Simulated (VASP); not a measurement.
Here is the system:

```
CELL_PARAMETERS angstrom
      2.81017     0.00000     0.00000
      0.00000     2.81017     0.00000
      0.00000     0.00000     2.81017
ATOMIC_POSITIONS crystal
  Al 0.50000 0.50000 0.50000
  Co 0.00000 0.00000 0.00000
```

Computed with SCAN meta-GGA, VASP's PBE PAW potentials (set 64) (plane waves; VASP 6.6.1). Run with 520 eV cut-off, 14×14×14 Γ-centred mesh, tetrahedra with Blöchl corrections, potentials Al Co.

Task: Give the energies of bands 1 to 9 at the high-symmetry points, in eV from the Fermi level.

Result: 
```csv
band,Γ,X,M,R
1,-11.89,-7.26,-5.81,-4.53
2,-3.27,-7.22,-3.45,-4.53
3,-3.26,-2.62,-2.97,-4.53
4,-1.30,-2.24,-2.97,-0.19
5,-1.30,-2.24,-2.03,-0.19
6,-1.30,-1.18,-2.03,2.23
7,6.19,0.20,-0.23,2.23
8,6.19,8.85,2.43,2.23
9,6.19,10.95,3.71,4.77
```

It has no gap at this level: it comes out as a metal or semimetal.

The compound is CoAl in the CsCl type structure. It was relaxed first, which changed the volume by -5 %. The run is not spin-polarised, so no magnetic state was tried.
